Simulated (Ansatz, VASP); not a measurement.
## Cross-check of ZrC between VASP and Ansatz

Aim: how closely do two programs agree when they are given the same cell, functional and k mesh? The cell is taken from a series of runs on this material, whose earlier steps may have relaxed, scaled, displaced or heated it; both programs get it as it stands.

Calculated with Ansatz 0.2.0; plane waves, with VASP 6.6.1 beside it; single point at PBEsol.

### 1. Set-up

Symmetry: Fm-3m, No. 225, cubic system. The conventional cell has a = 4.645 Å, b = 4.645 Å, c = 4.645 Å, α = 90.00°, β = 90.00°, γ = 90.00°. Nearest to Zr lie 6 C at 2.32 Å. C has 6 Zr at 2.32 Å nearest. Farther neighbours are not listed.

As a file:

```cif
data_structure
_symmetry_space_group_name_H-M 'P 1'
_symmetry_Int_Tables_number 1
_cell_length_a 3.2848
_cell_length_b 3.2848
_cell_length_c 3.2848
_cell_angle_alpha 60.000
_cell_angle_beta 60.000
_cell_angle_gamma 60.000
_cell_volume 25.06
loop_
_atom_site_label
_atom_site_type_symbol
_atom_site_fract_x
_atom_site_fract_y
_atom_site_fract_z
_atom_site_occupancy
Zr1 Zr 0.50000 0.50000 0.50000 1
C2 C 0.00000 0.00000 0.00000 1
```

### 2. Ansatz: single point, PBEsol, pair 1

Ansatz runs on its default PAW (the set named soft_2) files.

With cell and atoms fixed, the geometry can't cause a difference; cores, projectors, grids and the points listed under the comparison can.

Input file input.yaml:

```yaml
crystal:
  lattice:
    - [0.0, 2.3226935173, 2.3226935173]
    - [2.3226935173, 0.0, 2.3226935173]
    - [2.3226935173, 2.3226935173, 0.0]
  atoms:
    - { symbol: Zr, position: [0.5, 0.5, 0.5] }
    - { symbol: C, position: [0.0, 0.0, 0.0] }
kpoints:
  mp_grid: { grid: [16, 16, 16] }
hamiltonian:
  xc: pbesol
scf:
  occupations: { method: methfessel_paxton, width: 0.2 }
output:
  forces: true
  stress: true
  eigenvalues: true
```

Run with:

```bash
> ansatz run input.yaml --threads 4 --pin off --max-ram 8192MiB --backend cpu --events-out ev --progress --plain --runs-dir out
```

Numbers of over 12 decimals in the logs are rounded to 6 here.

What it wrote:

```text
Engine: ansatz 0.2.0, aarch64-unknown-linux-gnu
Pseudopotentials: kind: paw
Pseudopotential: Zr, paw, valence charge 12, recommended cutoff 420 eV (normal), Zr.paw.azcp
Pseudopotential: C, paw, valence charge 4, recommended cutoff 420 eV (normal), C.paw.azcp
Functional definition: PBEsol
  exchange = pbesol_x
  correlation = pbesol_c
Crystal: 2 atoms, lattice volume = 25.061 Å³
Basis set: ecut = 420 eV, 531 PW (Γ), exchange–correlation on 48×48×48 points (8 copies of the dense FFT grid, shifted against one another)
Bands: 12, of which v1, the nominal top of the filled ones, is band 8 counted from 1 (7 counted from 0)
Symmetry: 48 space group operations
Space group: Fm-3m (ITA 225), of the structure as read, at distance tolerance 2.9e-5 Å
k-points: 145 of 4096
Non-local potential: Zr, projectors of the file, l = 0: 3, l = 1: 2, l = 2: 2, l = 3: 2
Non-local potential: C, projectors of the file, l = 0: 2, l = 1: 2, l = 2: 1
PAW form: soft (Blöchl's): semilocal exchange-correlation on the pseudo side does not see the compensation charge
PAW frozen core: Zr, regenerated for the run's functional, and the local potential with it (the file was generated under x = pbe(κ = 0.804, μ = 0.219515), c = pbe(β = 0.066725))
PAW frozen core: C, regenerated for the run's functional, and the local potential with it (the file was generated under x = pbe(κ = 0.804, μ = 0.219515), c = pbe(β = 0.066725))
PAW one-centre angular grid: Zr, 590 points (default); XC on 64 Gauss nodes
PAW one-centre angular grid: C, 110 points (default); XC on 64 Gauss nodes
Initial density: superposition of atomic densities (neutral atoms: chi_scale 0, normalization atom), corrected by the library's trained network
Initial wavefunctions: pseudopotential atomic-orbital guess
Functional: x = pbesol(κ = 0.804, μ = 0.123457), c = pbesol(β = 0.046)
SCF iter   1: F=—  HF=-4377.175233 eV  |F-HF|=—  |Δ(HF+E_count)|=         —  Δρ=9.30e-3  dr2=2.76e-2  ethr=1.77e-3  ⟨swp⟩=5.0  Hψ=8680  notcnv=0
preconditioner: auto → none  [metal: Δε(μ)=0.104 eV  Ē_g=18.097 eV  σ=0.200 eV  W_gap=0.42  n_scr=8 (ndim 8)  ℏωp=27.8 eV  f_vac=0.000  D(μ)=0.32/eV (n_scr^D=0)  sad-step TF]
SCF iter   2: F=—  HF=-4377.171087 eV  |F-HF|=—  |Δ(HF+E_count)|=   4.15e-3  S|Δr|=    0.00e0  Δρ=5.84e-3  dr2=1.16e-2  ethr=1.72e-4  ⟨swp⟩=1.0  Hψ=2900  notcnv=0
SCF iter   3: F=—  HF=-4377.168479 eV  |F-HF|=—  |Δ(HF+E_count)|=   2.61e-3  S|Δr|=    0.00e0  Δρ=6.87e-4  dr2=5.60e-5  ethr=7.24e-5  ⟨swp⟩=2.0  Hψ=2215  notcnv=0
SCF iter   4: F=—  HF=-4377.168457 eV  |F-HF|=—  |Δ(HF+E_count)|=   2.16e-5  S|Δr|=    0.00e0  Δρ=1.59e-4  dr2=2.50e-6  ethr=3.50e-7  ⟨swp⟩=2.0  Hψ=2829  notcnv=0
SCF iter   5: F=-4377.168457 eV  HF=-4377.168457 eV  |F-HF|=4.81e-8  |Δ(HF+E_count)|=   4.31e-7  S|Δr|=    0.00e0  Δρ=2.00e-5  dr2=6.50e-8  ethr=6.25e-10  ⟨swp⟩=3.3  Hψ=7570  notcnv=0
SCF 1 converged in 5 iterations: F = -4377.168457 eV  dr2 = 6.50e-8
  greatest PAW one-centre occupation: 0.996 electrons in one spin orbital (limit 2), on the Zr atom at site 0 (counted from 0), in its partial waves of l = 0
SCF converged after 5 iterations
Stability not checked: this state was not tested for a lower state beside it, because cold or Methfessel-Paxton smearing, or corrected tetrahedra, fill the levels in a way that the test cannot read (fill_not_monotonic; see scf.lower_state_search)
Free energy (F): -4377.168457 eV
Harris-Foulkes:  -4377.168457 eV  (|F-HF|=4.81e-8)
Internal energy: -4377.168309 eV  (E = F + TS)
E sigma→0 (E₀):  -4377.168420 eV
Entropy (-TS):   -0.000148 eV (-0.074 meV/atom)
Fermi energy:    15.336802 eV
Step filling:    the computed levels leave a gap of 0.0092 eV = 0.0 smearing widths at the electron count; against every level under it full and every level over it empty, smearing changes F+E_penalty+E_count by -0.275 meV and its σ→0 estimate by -0.237 meV
--- Per-component energies (eV) ---
  E_band       = -39.750955
  E_kinetic    = 424.318329
  E_local      = -577.354026  (includes V_loc(G=0)·N_el)
  E_nonlocal   = 106.295866
  E_hartree    = 173.334793
  E_xc         = -210.496134
  E_vxc        = -252.753012  (∫ρ·V_xc dr)
  E_paw        = -2994.351062  (= ΣΔE_a)
  E_vpaw       = -86.922079  (= ΣTr[D̂ρ^β])
  E_aug_tail   = 0.000033  (compensation charges beyond the density's cutoff)
  E_ewald      = -1299.102929
  E_core_change = 0.186821  (= ΣΔE_core)
  E_smearing   = -0.000148  (= −TS)
  E_closure    = 0.000000  (closes the sum)
  Σ components = -4377.168457   (vs F -4377.168457, Δ=0.00e0)
--- Forces (eV/Å), atoms counted from 1 ---
  atom   1  Zr     0.00000000    -0.00000000    -0.00000000
  atom   2  C     -0.00000000     0.00000000    -0.00000000
  max |Σ_I F_I| component: 2.25e-29 eV/Å
--- Stress (GPa, compression-positive) ---
        3.677460       0.000000       0.000000
       -0.000000       3.677460       0.000000
       -0.000000      -0.000000       3.677460
  P = ⅓ Tr σ = 3.6775 GPa (36.775 kbar)
--- Band table (eV; the first three rows and the last of 145) ---
  k-point 0: bands = [... 4 lower, 3.9359, 16.3034, 16.3034, 16.3034, 16.4121, 16.4121, 16.4121, 18.2510]
  k-point 1: bands = [... 4 lower, 4.0320, 15.5176, 15.7302, 15.7302, 16.6431, 16.6431, 16.9930, 18.7870]
  k-point 2: bands = [... 4 lower, 4.3097, 14.5451, 14.9228, 14.9228, 16.9430, 16.9430, 17.4355, 19.8668]
  k-point 144: bands = [... 4 lower, 5.8557, 12.6115, 12.9726, 12.9726, 18.7219, 18.7219, 21.2877, 22.7093]
```

Reading the cycles: dr2 is the Hartree energy of the density residual (eV), the measure of convergence; HF is the Harris–Foulkes estimate of the energy, which meets the free energy F at convergence.

The run ends at a pressure of 3.68 GPa.

### 3. VASP: single point, PBEsol, pair 1

The same cell, functional, mesh and smearing now go to VASP, with its own data sets.

Lines of VASP's logs that name or quote its potential files are left out, and so is its time.

Input file INCAR:

```
SYSTEM = ZrC
PREC = Accurate
ENCUT = 600
EDIFF = 1E-06
NELM = 120
ISMEAR = 1
SIGMA = 0.2
LREAL = .FALSE.
ALGO = Normal
GGA = PS
NBANDS = 14
LASPH = .TRUE.
LORBIT = 11
LWAVE = .FALSE.
LCHARG = .FALSE.
ISIF = 2
GGA_COMPAT = .FALSE.
```

Input file POSCAR:

```
ZrC
1.0
    0.0000000000      2.3226935173      2.3226935173
    2.3226935173      0.0000000000      2.3226935173
    2.3226935173      2.3226935173      0.0000000000
Zr C
1 1
Direct
    0.5000000000      0.5000000000      0.5000000000
    0.0000000000      0.0000000000      0.0000000000
```

Input file KPOINTS:

```
Automatic mesh
0
Gamma
16 16 16
0 0 0
```

Potentials, in the order of the species: Zr_sv and C (PBE family, release 64).

Run with:

```bash
> mpirun -np 1 vasp_std
```

What it wrote:

```text
[banner, memory and clock lines left out]
running    1 mpi-ranks, on    1 nodes
 distrk:  each k-point on    1 cores,    1 groups
 distr:  one band on    1 cores,    1 groups

 POSCAR found type information on POSCAR ZrC
 POSCAR found :  2 types and       2 ions
|                                                                             |
|               ----> ADVICE to this user running VASP <----                  |
|                                                                             |
|     You enforced a specific xc type in the INCAR file but a different       |
|     [... a line on the potential file left out ...]
|     I HOPE YOU KNOW WHAT YOU ARE DOING!                                     |
|                                                                             |

 LDA part: xc-table for (Slater+PW92), standard interpolation
 POSCAR, INCAR and KPOINTS ok, starting setup
 FFT: planning ... GRIDC
 FFT: planning ... GRID_SOFT
 FFT: planning ... GRID
 WAVECAR not read
 entering main loop
       N       E                     dE             d eps       ncg     rms          rms(c)
DAV:   1     0.110508931940E+03    0.11051E+03   -0.94357E+03  4060   0.129E+03
DAV:   2    -0.168667753597E+02   -0.12738E+03   -0.11952E+03  5124   0.323E+02
DAV:   3    -0.235744798297E+02   -0.67077E+01   -0.66465E+01  6638   0.635E+01
DAV:   4    -0.237546273173E+02   -0.18015E+00   -0.18008E+00  4954   0.691E+00
DAV:   5    -0.237569289258E+02   -0.23016E-02   -0.23015E-02  5514   0.696E-01    0.224E+01
DAV:   6    -0.206922736594E+02    0.30647E+01   -0.69427E+00  4872   0.234E+01    0.842E+00
DAV:   7    -0.205898102990E+02    0.10246E+00   -0.43831E-01  4596   0.567E+00    0.689E+00
DAV:   8    -0.205883907443E+02    0.14196E-02   -0.24058E-01  4852   0.391E+00    0.399E+00
DAV:   9    -0.205680333752E+02    0.20357E-01   -0.55347E-02  4642   0.168E+00    0.341E-01
DAV:  10    -0.205685028081E+02   -0.46943E-03   -0.22419E-03  5438   0.499E-01    0.494E-01
DAV:  11    -0.205682385543E+02    0.26425E-03   -0.86455E-04  4558   0.246E-01    0.502E-02
DAV:  12    -0.205682353300E+02    0.32243E-05   -0.17409E-05  5352   0.305E-02    0.101E-02
DAV:  13    -0.205682348520E+02    0.47797E-06   -0.10105E-06  3508   0.770E-03
   1 F= -.20568235E+02 E0= -.20568186E+02  d E =-.147127E-03
```

OUTCAR, selected parts (step 3):

```text
ion  position               nearest neighbor table
   1  0.500  0.500  0.500-   2 2.32   2 2.32   2 2.32   2 2.32   2 2.32   2 2.32
   2  0.000  0.000  0.000-   1 2.32   1 2.32   1 2.32   1 2.32   1 2.32   1 2.32

  LATTYP: Found a face centered cubic cell.
 ALAT       =     4.6453870346

 Subroutine GETGRP returns: Found 48 space group operations
 (whereof 48 operations were pure point group operations)

The static configuration has the point symmetry O_h .

 Found    145 irreducible k-points:

   k-points           NKPTS =    145   k-points in BZ     NKDIM =    145   number of bands    NBANDS=     14

   dimension x,y,z NGX =    28 NGY =   28 NGZ =   28
   dimension x,y,z NGXF=    56 NGYF=   56 NGZF=   56

   ENCUT  =  600.0 eV  44.10 Ry    6.64 a.u.   6.56  6.56  6.56*2*pi/ulx,y,z

   NELECT =      16.0000    total number of electrons

 k-points in reciprocal lattice and weights: Automatic mesh
   0.00000000  0.00000000  0.00000000       0.000
   0.06250000  0.00000000  0.00000000       0.002
   0.12500000  0.00000000  0.00000000       0.002
   0.18750000  0.00000000  0.00000000       0.002
   0.25000000  0.00000000  0.00000000       0.002
   0.31250000  0.00000000  0.00000000       0.002
   0.37500000  0.00000000  0.00000000       0.002
   0.43750000  0.00000000  0.00000000       0.002
   0.50000000  0.00000000  0.00000000       0.001
[...]
-0.31250000  0.50000000  0.18750000       0.003
  -0.25000000  0.50000000  0.25000000       0.001

 average (electrostatic) potential at core
       1 -72.4471       2 -43.8284

 E-fermi :   9.8966

 k-point     1 :       0.0000    0.0000    0.0000
  band No.  band energies     occupation
      1     -37.9357      2.00000
      2     -15.6516      2.00000
      3     -15.6516      2.00000
      4     -15.6516      2.00000
      5      -1.5000      2.00000
      6      10.8644     -0.00000
      7      10.8644     -0.00000
      8      10.8644     -0.00000
      9      10.9712     -0.00000
     10      10.9712     -0.00000
    ...

 k-point     2 :       0.0625    0.0000    0.0000
  band No.  band energies     occupation
      1     -37.9311      2.00000
      2     -15.6927      2.00000
      3     -15.6551      2.00000
      4     -15.6551      2.00000
      5      -1.4041      2.00000
      6      10.0772     -0.02368
      7      10.2905     -0.01762
      8      10.2905     -0.01762
      9      11.2026     -0.00000
     10      11.2026     -0.00000
    ...

 k-point     3 :       0.1250    0.0000    0.0000
  band No.  band energies     occupation
    ...
      4     -15.6649      2.00000
      5      -1.1269      2.00000
      6       9.1046      2.00000
      7       9.4827      2.01269
      8       9.4827      2.01269
      9      11.5026     -0.00000
     10      11.5026     -0.00000
     11      11.9955     -0.00000
     12      14.4287      0.00000
     13      14.4287      0.00000
    ...

  Total        0.6244943      0.6244943      0.6244943      0.0000000      0.0000000     -0.0000000
  in kB       39.9239372     39.9239372     39.9239372      0.0000000      0.0000000     -0.0000000
  external PRESSURE =      39.9239372 kB  Pullay stress =       0.0000000 kB

  energy-cutoff  :      600.00
  volume of cell :       25.06
      direct lattice vectors                 reciprocal lattice vectors
     0.000000000  2.322693517  2.322693517    -0.215267316  0.215267316  0.215267316
     2.322693517  0.000000000  2.322693517     0.215267316 -0.215267316  0.215267316
     2.322693517  2.322693517  0.000000000     0.215267316  0.215267316 -0.215267316

 POSITION                                       TOTAL-FORCE (eV/Angst)
 -----------------------------------------------------------------------------------
      2.32269      2.32269      2.32269         0.000000      0.000000     -0.000000
      0.00000      0.00000      0.00000        -0.000000     -0.000000      0.000000
 -----------------------------------------------------------------------------------
    total drift:                                0.000000      0.000000      0.000000

  FREE ENERGIE OF THE ION-ELECTRON SYSTEM (eV)
  ---------------------------------------------------
  free  energy   TOTEN  =       -20.5682348520 eV

  energy  without entropy=      -20.5680877248  energy(sigma->0) =      -20.56818581

 total charge
# of ion       s       p       d       tot
------------------------------------------
    1        2.184   6.050   1.689   9.923
    2        0.883   1.480   0.000   2.364
--------------------------------------------------
tot          3.067   7.530   1.689  12.287

[... 3 further parts left out ...]
```

The run ends at a pressure of 3.99 GPa.

### 4. Comparison

Known differences besides the potentials themselves: the cutoff is 420 eV in Ansatz and 600 eV in VASP; Ansatz makes its cores anew for this functional, VASP keeps those of its PBE data sets. Total energies have different zeros and are not compared.

Both answers:

| quantity | Ansatz | VASP | difference |
| --- | --- | --- | --- |
| pressure (GPa) | 3.68 | 3.99 | -0.31 |

### 5. VASP: single point, PBEsol, pair 2

With cell and atoms fixed, the geometry can't cause a difference; cores, projectors, grids and the points listed under the comparison can. The cell compared in this pair holds 24.68 Å³, against 25.06 Å³ for the pair before.

INCAR is that of step 3.

Input file POSCAR:

```
ZrC
1.0
    0.0000000000      2.3108428340      2.3108428340
    2.3108428340      0.0000000000      2.3108428340
    2.3108428340      2.3108428340      0.0000000000
Zr C
1 1
Direct
    0.5000000000      0.5000000000      0.5000000000
    0.0000000000      0.0000000000      0.0000000000
```

KPOINTS is that of step 3.

Run with:

```bash
> mpirun -np 1 vasp_std
```

What it wrote:

```text
[banner, memory and clock lines left out]
running    1 mpi-ranks, on    1 nodes
[...]
[... a notice as in an earlier step ...]

 LDA part: xc-table for (Slater+PW92), standard interpolation
 POSCAR, INCAR and KPOINTS ok, starting setup
[...]
entering main loop
       N       E                     dE             d eps       ncg     rms          rms(c)
DAV:   1     0.113249738060E+03    0.11325E+03   -0.95059E+03  4060   0.130E+03
DAV:   2    -0.167424556385E+02   -0.12999E+03   -0.12161E+03  5056   0.322E+02
DAV:   3    -0.235791526740E+02   -0.68367E+01   -0.67817E+01  6734   0.641E+01
DAV:   4    -0.237216566127E+02   -0.14250E+00   -0.14246E+00  4864   0.646E+00
[...]
DAV:  11    -0.205536684110E+02    0.29905E-03   -0.93772E-04  4552   0.257E-01    0.499E-02
DAV:  12    -0.205536654698E+02    0.29412E-05   -0.18452E-05  5296   0.318E-02    0.916E-03
DAV:  13    -0.205536650030E+02    0.46684E-06   -0.85102E-07  3374   0.744E-03
   1 F= -.20553665E+02 E0= -.20553642E+02  d E =-.684958E-04
```

From OUTCAR (step 5):

```text
  Total        1.2284551      1.2284551      1.2284551      0.0000000      0.0000000     -0.0000000
  in kB       79.7496236     79.7496236     79.7496236      0.0000000      0.0000000     -0.0000000
  external PRESSURE =      79.7496236 kB  Pullay stress =       0.0000000 kB

 POSITION                                       TOTAL-FORCE (eV/Angst)
 -----------------------------------------------------------------------------------
      2.31084      2.31084      2.31084        -0.000000      0.000000      0.000000
      0.00000      0.00000      0.00000         0.000000     -0.000000     -0.000000
 -----------------------------------------------------------------------------------
    total drift:                                0.000000      0.000000      0.000000

  FREE ENERGIE OF THE ION-ELECTRON SYSTEM (eV)
  ---------------------------------------------------
  free  energy   TOTEN  =       -20.5536650030 eV

  energy  without entropy=      -20.5535965072  energy(sigma->0) =      -20.55364217

[... 1 part as in an earlier step ...]

[... 2 further parts left out ...]
[key lines of the parts left out:]
E-fermi :  10.0809
```

The run ends at a pressure of 7.97 GPa.

[end of part 1 of 2]

[Lines on the potential files, build, host, timing and source positions are cut from VASP's logs without a mark.]

[Logs are printed without paths, hosts, clocks, repeated set-up lines and the standing remarks that a program may print on its own settings, such as how far it seeks lower states.]

[Hosts, paths, dates, database ids (printed as entryN), source tags and the programs' standing remarks are cut or masked in the printed files.]
